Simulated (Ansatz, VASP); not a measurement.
# SiGe3 (Si0.25Ge0.75, diamond-type random alloy) in two plane-wave programs, part 3 of 3

Aim: how closely do two programs agree when they are given the same cell, functional and k mesh? The cell is invented: As first built, before any earlier steps moved the atoms (in the runner's words): 1x2x2 conventional cells of the Ge type (32 atoms: 8 Si, 24 Ge); Ge/Si share their sites, the best of 600 random draws by like-pair counts in two shells; start lattice by linear mixing of the end members' cells; atoms moved at random by 0.02 A. It may not be a known or stable phase. Of the first pair: The structure shown is the end of the Ansatz relaxation below.

VASP 6.6.1 and Ansatz 0.2.0.

So far. Step 3 (VASP: single point, PBE, relaxed cell, pair 1): The run ends at a pressure of -0.11 GPa, with forces up to 0.0054 eV/Å. Step 6 (VASP: single point, PBEsol, start cell): The run ends at a pressure of -0.02 GPa, with forces up to 0.77 eV/Å.

### 9. VASP: single point, PBE, start cell, pair 3

Level of this step: PBE; plane waves and PAW (Si, Ge_d); invented cell (VASP).

The same cell, functional, mesh and smearing now go to VASP, with its own data sets.

INCAR reads:

```
SYSTEM = SiGe3
PREC = Accurate
ENCUT = 410
EDIFF = 1E-06
NELM = 120
ISMEAR = -1
SIGMA = 0.01
LREAL = Auto
ALGO = Normal
GGA = PE
NBANDS = 216
LORBIT = 11
LWAVE = .FALSE.
LCHARG = .FALSE.
ISIF = 2
ISYM = 0
LASPH = .TRUE.
GGA_COMPAT = .FALSE.
EFERMI = MIDGAP
KPAR = 4
```

POSCAR reads:

```
SiGe3
1.0
    5.6001400000      0.0000000000      0.0000000000
    0.0000000000     11.2002900000      0.0000000000
    0.0000000000      0.0000000000     11.2002900000
Si Ge
8 24
Direct
    0.4954697561      0.0004821304      0.0002767785
    0.7493384094      0.3705082636      0.3740438864
    0.4998267900      0.2501988788      0.2472703832
    0.7482848643      0.1232468088      0.6235642113
    0.0037856196      0.4985585195      0.2499399569
    0.2531543854      0.8739595135      0.6247963222
    0.0003928473      0.7501055776      0.4978085389
    0.5002732075      0.5024334191      0.4972371251
    0.0030713518      0.0002142802      0.2488506994
    0.2571364287      0.3763563265      0.1228628902
    0.0002678504      0.2510292144      0.9996616159
    0.2524401176      0.1248806951      0.3761866880
    0.7551418357      0.1237914375      0.1253628254
    0.9983500412      0.0002321368      0.7478824209
    0.2479223734      0.3746510135      0.6265998470
    0.0040891835      0.2476364451      0.4985763761
    0.2523151207      0.1214432841      0.8741737937
    0.4996482231      0.0022410134      0.5012280932
    0.7488384219      0.3743385216      0.8745487840
    0.5054337927      0.2492435464      0.7494627371
    0.2512615756      0.8747809209      0.1246485582
    0.9960286707      0.7499805809      0.9992062706
    0.2541543604      0.6261712866      0.3749635054
    0.5023981543      0.4993888551      0.0018838798
    0.7499812505      0.8760398168      0.3726867786
    0.5012374691      0.7469895869      0.2463686208
    0.7489098487      0.6233856445      0.1252913987
    0.0080176567      0.4985138778      0.7488913233
    0.2507258747      0.6258766514      0.8746827091
    0.7492669826      0.8762540970      0.8759326767
    0.4963090208      0.7498555841      0.7500609359
    0.7462313442      0.6254570194      0.6234659995
```

KPOINTS reads:

```
Points of the shifted mesh
12
Reciprocal
 0.0000000000  0.2500000000  0.2500000000 1
 0.0000000000  0.2500000000  0.7500000000 1
 0.0000000000  0.7500000000  0.2500000000 1
 0.0000000000  0.7500000000  0.7500000000 1
 0.3333333333  0.2500000000  0.2500000000 1
 0.3333333333  0.2500000000  0.7500000000 1
 0.3333333333  0.7500000000  0.2500000000 1
 0.3333333333  0.7500000000  0.7500000000 1
 0.6666666667  0.2500000000  0.2500000000 1
 0.6666666667  0.2500000000  0.7500000000 1
 0.6666666667  0.7500000000  0.2500000000 1
 0.6666666667  0.7500000000  0.7500000000 1
```

The projector-augmented-wave data sets are Si and Ge_d (PBE family, release 64).

Started as:

```
mpirun -np 4 vasp_std
```

Numbers of over 12 decimals in the logs are rounded to 6 here.

What it wrote:

```text
[... set-up lines as in an earlier step ...]
 entering main loop
       N       E                     dE             d eps       ncg     rms          rms(c)
DAV:   1     0.573619327186E+04    0.57362E+04   -0.12533E+05  5832   0.383E+03
DAV:   2     0.113920469214E+04   -0.45970E+04   -0.44497E+04  5184   0.100E+03
DAV:   3     0.157434657530E+02   -0.11235E+04   -0.10559E+04  5448   0.272E+02
DAV:   4    -0.143259838041E+03   -0.15900E+03   -0.15232E+03  5976   0.106E+02
[...]
DAV:  15    -0.150621635051E+03   -0.20607E-05   -0.16346E-05  7912   0.315E-02    0.218E-03
DAV:  16    -0.150621637061E+03   -0.20104E-05   -0.20512E-05  4544   0.259E-02    0.271E-03
DAV:  17    -0.150621636965E+03    0.96552E-07   -0.37328E-07  3072   0.184E-02
   1 F= -.15062164E+03 E0= -.15062164E+03  d E =-.123354E-17
```

From OUTCAR (step 9):

```text
  Total       11.9751579     12.4198986     12.4539717     -0.8764929      0.0432404      0.2897643
  in kB       27.3107993     28.3250844     28.4027922     -1.9989482      0.0986150      0.6608425
  external PRESSURE =      28.0128919 kB  Pullay stress =       0.0000000 kB

 POSITION                                       TOTAL-FORCE (eV/Angst)
 -----------------------------------------------------------------------------------
      2.77470      0.00540      0.00310         0.416050     -0.114329      0.104324
      4.19640      4.14980      4.18940        -0.145819      0.665649     -0.240196
      2.79910      2.80230      2.76950         0.317651     -0.016526      0.433460
      4.19050      1.38040      6.98410         0.319334      0.336017      0.050720
      0.02120      5.58400      2.79940        -0.308567     -0.246506      0.343615
      1.41770      9.78860      6.99790        -0.563971     -0.132411     -0.389306
      0.00220      8.40140      5.57560         0.195739      0.349240      0.391120
      2.80160      5.62740      5.56920         0.260957     -0.833607      0.011213
      0.01720      0.00240      2.78720         0.094531     -0.074372      0.256013
      1.44000      4.21530      1.37610        -0.520232     -0.254148      0.743885
      0.00150      2.81160     11.19650         0.231779     -0.195337     -0.102670
      1.41370      1.39870      4.21340         0.306685      0.279730     -0.723451
      4.22890      1.38650      1.40410        -0.805406      0.178077     -0.199151
      5.59090      0.00260      8.37650         0.071242     -0.230647     -0.441473
[...]
-----------------------------------------------------------------------------------
    total drift:                               -0.000983     -0.005508     -0.004026

  FREE ENERGIE OF THE ION-ELECTRON SYSTEM (eV)
  ---------------------------------------------------
  free  energy   TOTEN  =      -150.6216369649 eV

  energy  without entropy=     -150.6216369649  energy(sigma->0) =     -150.62163696

[... 2 parts as in an earlier step ...]

[... 1 further part left out ...]
[key lines of the parts left out:]
E-fermi :   5.5144
```

The run ends at a pressure of 2.80 GPa, with forces up to 1.1 eV/Å.

### 10. Comparison

Forces on 10 of the 32 atoms, those with the largest forces and the largest differences (eV/Å; atoms numbered as in POSCAR):

```
atom          Ansatz x, y, z            VASP x, y, z
 Si6  -0.568, -0.132, -0.391  -0.564, -0.132, -0.389
 Si8    0.262, -0.836, 0.011    0.261, -0.834, 0.011
Ge10   -0.522, -0.255, 0.740   -0.520, -0.254, 0.744
Ge13   -0.802, 0.177, -0.199   -0.805, 0.178, -0.199
Ge15    0.751, 0.086, -0.801    0.752, 0.090, -0.802
Ge16    -0.819, 0.187, 0.309    -0.822, 0.187, 0.310
Ge17     0.034, 0.292, 0.182     0.035, 0.288, 0.186
Ge25    0.127, -0.346, 0.332    0.130, -0.348, 0.334
Ge27    0.739, -0.355, 0.203    0.739, -0.354, 0.204
Ge28    -0.739, 0.366, 0.203    -0.737, 0.365, 0.203
```

The forces differ by 1.8 meV/Å r.m.s., which is 0.5 % of the r.m.s. force of 0.363 eV/Å (both taken over all components).

### 11. Summary of results

```
difference in gap on the k mesh (single point, PBE, relaxed cell, pair 1) : -0.0035 eV
r.m.s. force difference (single point, PBEsol, start cell)                : 0.90 % of the r.m.s. force
r.m.s. force difference (single point, PBE, start cell, pair 3)           : 0.49 % of the r.m.s. force
```

In words: The r.m.s. force difference is 0.90 % of the r.m.s. force (single point, PBEsol, start cell), within the 3 % picked in this series as the mark of a large difference. 2 further runs of this series are not shown here. Such differences can come from data sets, numerical settings and the points named under the comparisons, not from the functional's error against experiment.

[Lines on the potential files, build, host, timing and source positions are cut from VASP's logs without a mark.]

[Logs are printed without paths, hosts, clocks, repeated set-up lines and the standing remarks that a program may print on its own settings, such as how far it seeks lower states.]

[Hosts, paths, dates, database ids (printed as entryN), source tags and the programs' standing remarks are cut or masked in the printed files.]
